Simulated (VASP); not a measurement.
Method: PBE GGA + U (Dudarev), VASP's PBE PAW potentials (set 64) (plane waves; VASP).

VASP ran on this input.

### POSCAR
```
CuP
1
    1.9039440000    -5.0312400000     0.0000000000
    1.9039440000     5.0312400000     0.0000000000
    0.0000000000     0.0000000000     3.7521410000
P Cu
2 2
Direct
  0.5640000000   0.4360000000   0.2500000000
  0.4360000000   0.5640000000   0.7500000000
  0.8547500000   0.1452500000   0.2500000000
  0.1452500000   0.8547500000   0.7500000000
```

KPOINTS:
```
Regular mesh
0
gamma
  6 6 5
```

INCAR:
```
! general
SYSTEM    = CuP
PREC      = Accurate
ENCUT     = 400   ! plane-wave cut-off (eV)
LREAL     = .FALSE.
LASPH     = .TRUE.

! electronic loop
EDIFF     = 1E-6
NELM      = 100   ! most electronic steps
ALGO      = Normal
LMAXMIX   = 4

! smearing
ISMEAR    = 0
SIGMA     = 0.05

! functional
GGA       = PE   ! PBE

! DFT+U
LDAU      = .TRUE.
LDAUTYPE  = 2
LDAUL     = -1 2
LDAUU     = 0 4.0
LDAUJ     = 0 0
LDAUPRINT = 1

! ions
ISIF      = 2   ! forces and stress, cell fixed

! output
LWAVE     = .FALSE.
LCHARG    = .FALSE.
LORBIT    = 10
```

POTCAR, in this order: P Cu (PBE.64 set). Program: vasp_std.

What VASP printed:

OUTCAR:
```
 ion  position               nearest neighbor table
   1  0.564  0.436  0.250-   2 2.28   2 2.28   4 2.80   4 2.80   4 2.80   4 2.80   3 2.84   3 2.84
  LATTYP: Found a base centered orthorhombic cell.
 ALAT       =     3.8078880000
 B/A-ratio  =     2.6425357048
 C/A-ratio  =     0.9853601261
 Subroutine PRICEL returns:
 Original cell was already a primitive cell.
 Subroutine GETGRP returns: Found  8 space group operations
The static configuration has the point symmetry C_2h.
 The point group associated with its full space group is D_2h.
The dynamic configuration has the point symmetry C_2h.
 Subroutine INISYM returns: Found  8 space group operations
 Subroutine IBZKPT returns following result:
 Found     39 irreducible k-points:

 Following reciprocal coordinates:
            Coordinates               Weight
  0.000000  0.000000  0.000000      1.000000
  0.166667 -0.000000  0.000000      4.000000
  0.333333 -0.000000  0.000000      4.000000
  0.500000 -0.000000  0.000000      2.000000
  0.166667  0.166667  0.000000      2.000000
  0.333333  0.166667  0.000000      4.000000
  0.500000  0.166667  0.000000      4.000000
...
```

File OSZICAR:
```
       N       E                     dE             d eps       ncg     rms          rms(c)
DAV:   1     0.200311417042E+03    0.20031E+03   -0.12174E+04  1560   0.163E+03
DAV:   2     0.154516496026E+01   -0.19877E+03   -0.19201E+03  1564   0.326E+02
DAV:   3    -0.132788421396E+02   -0.14824E+02   -0.13932E+02  2088   0.112E+02
DAV:   4    -0.139056658929E+02   -0.62682E+00   -0.61640E+00  2112   0.204E+01
DAV:   5    -0.139263909303E+02   -0.20725E-01   -0.20709E-01  2092   0.330E+00    0.783E+00
DAV:   6    -0.137203784771E+02    0.20601E+00   -0.54075E+00  1952   0.615E+01    0.523E+00
DAV:   7    -0.134647472981E+02    0.25563E+00   -0.18293E+00  1968   0.359E+01    0.269E+00
DAV:   8    -0.134684465140E+02   -0.36992E-02   -0.94542E-02  2448   0.359E+00    0.789E-01
DAV:   9    -0.134633986970E+02    0.50478E-02   -0.27107E-02  1944   0.442E+00    0.983E-02
DAV:  10    -0.134635385985E+02   -0.13990E-03   -0.22974E-03  2456   0.696E-01    0.601E-02
DAV:  11    -0.134635627332E+02   -0.24135E-04   -0.15591E-04  2436   0.923E-02    0.289E-02
DAV:  12    -0.134635589074E+02    0.38258E-05   -0.21991E-05  2320   0.790E-02    0.926E-03
DAV:  13    -0.134635578842E+02    0.10232E-05   -0.35006E-06  1984   0.361E-02    0.297E-03
DAV:  14    -0.134635581203E+02   -0.23614E-06   -0.22298E-06  1264   0.192E-02
   1 F= -.13463558E+02 E0= -.13463014E+02  d E =-.108837E-02
```

File OUTCAR:
```
------------------------ aborting loop because EDIFF is reached ----------------------------------------
  FORCE on cell =-STRESS in cart. coord.  units (eV):
  Direction    XX          YY          ZZ          XY          YZ          ZX
  --------------------------------------------------------------------------------------
  Total       -3.6186548     -4.0325179     -4.2659772      0.0000000      0.0000000      0.0000000
  in kB      -80.6527891    -89.8769933    -95.0803471      0.0000000      0.0000000      0.0000000
  external PRESSURE =     -88.5367098 kB  Pullay stress =       0.0000000 kB
  volume of cell :       71.89
      direct lattice vectors                 reciprocal lattice vectors
     1.903944000 -5.031240000  0.000000000     0.262612766 -0.099379080  0.000000000
     1.903944000  5.031240000  0.000000000     0.262612766  0.099379080  0.000000000
     0.000000000  0.000000000  3.752141000     0.000000000  0.000000000  0.266514505
 POSITION                                       TOTAL-FORCE (eV/Angst)
 -----------------------------------------------------------------------------------
      1.90394     -0.64400      0.93804         0.000000     -1.029901      0.000000
      1.90394      0.64400      2.81411         0.000000      1.029901      0.000000
      1.90394     -3.56966      0.93804         0.000000      0.091281      0.000000
      1.90394      3.56966      2.81411         0.000000     -0.091281     -0.000000
 -----------------------------------------------------------------------------------
    total drift:                                0.000000     -0.000000     -0.000000
  FREE ENERGIE OF THE ION-ELECTRON SYSTEM (eV)
  ---------------------------------------------------
  free  energy   TOTEN  =       -13.4635581203 eV

  energy  without entropy=      -13.4624697543  energy(sigma->0) =      -13.46301394

 total charge

# of ion       s       p       d       tot
------------------------------------------
    1        1.100   1.289   0.000   2.389
    2        1.100   1.289   0.000   2.389
    3        0.281   0.151   9.409   9.841
    4        0.281   0.151   9.409   9.841
--------------------------------------------------
tot          2.763   2.880  18.817  24.460
```
(Selected blocks of OUTCAR.)

The structure was generated: CuP was put into the CrB type (Cmcm), which need not be its known phase. The cell was not relaxed at this level. The k-mesh is coarse (spacing up to 0.33 per Å, 2π included), so the numbers may not be converged in it. The run is one of a series of settings (LDAU = .TRUE., LDAUJ = 0 0, LDAUL = -1 2, LDAUTYPE = 2, LDAUU = 0 4.0 against the base run), some of them coarse on purpose.
